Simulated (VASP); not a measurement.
Input:

```
CELL_PARAMETERS angstrom
      1.76811    -3.06246     0.00000
      1.76811     3.06246     0.00000
      0.00000     0.00000     6.59743
ATOMIC_POSITIONS crystal
  Pt 0.00000 0.00000 0.00000
  S  0.33333 0.66667 0.18312
  S  0.66667 0.33333 0.81688
```

Level of theory: AM05 GGA, VASP's PBE PAW potentials (set 64) (plane waves; VASP). Numerical set-up: 520 eV cut-off, Gaussian smearing of 0.050 eV, potentials Pt S.

Without a dispersion term in the relaxation, distances and binding between the weakly bound layers, chains or molecules are unreliable, and so is what depends on them. Unless said otherwise, spin-orbit coupling is left out, though it shifts the bands of the heavy elements here.

Task: Give the energies of bands 3 to 14 at the high-symmetry points, in eV from the valence-band maximum.

Result: 
```json
[
 {"band": "3", "Γ": "-5.97", "M": "-6.74", "K": "-5.74", "A": "-5.97", "L": "-6.75", "H": "-5.72"},
 {"band": "4", "Γ": "-5.97", "M": "-5.33", "K": "-5.51", "A": "-5.97", "L": "-5.33", "H": "-5.52"},
 {"band": "5", "Γ": "-5.60", "M": "-4.33", "K": "-5.51", "A": "-5.44", "L": "-4.31", "H": "-5.52"},
 {"band": "6", "Γ": "-3.16", "M": "-4.04", "K": "-3.70", "A": "-3.16", "L": "-4.12", "H": "-3.69"},
 {"band": "7", "Γ": "-3.16", "M": "-2.43", "K": "-3.70", "A": "-3.16", "L": "-2.43", "H": "-3.69"},
 {"band": "8", "Γ": "-1.03", "M": "-2.35", "K": "-2.74", "A": "-1.10", "L": "-2.36", "H": "-2.74"},
 {"band": "9", "Γ": "-0.52", "M": "-2.28", "K": "-2.43", "A": "-0.79", "L": "-2.26", "H": "-2.50"},
 {"band": "10", "Γ": "-0.42", "M": "-1.85", "K": "-0.85", "A": "-0.43", "L": "-1.90", "H": "-0.91"},
 {"band": "11", "Γ": "-0.42", "M": "-1.68", "K": "-0.85", "A": "-0.43", "L": "-1.46", "H": "-0.91"},
 {"band": "12", "Γ": "3.20", "M": "2.74", "K": "1.99", "A": "3.23", "L": "2.86", "H": "2.19"},
 {"band": "13", "Γ": "3.20", "M": "3.01", "K": "1.99", "A": "3.23", "L": "2.95", "H": "2.19"},
 {"band": "14", "Γ": "5.48", "M": "5.60", "K": "6.65", "A": "5.72", "L": "5.42", "H": "7.17"}
]
```

The gap is indirect, 1.66 eV, from the valence maximum at K-Γ at 0.56 to the conduction minimum at A-L at 0.44.

The compound is PtS2 in the 1T layered structure. It was relaxed first, which changed the volume by +31 %.
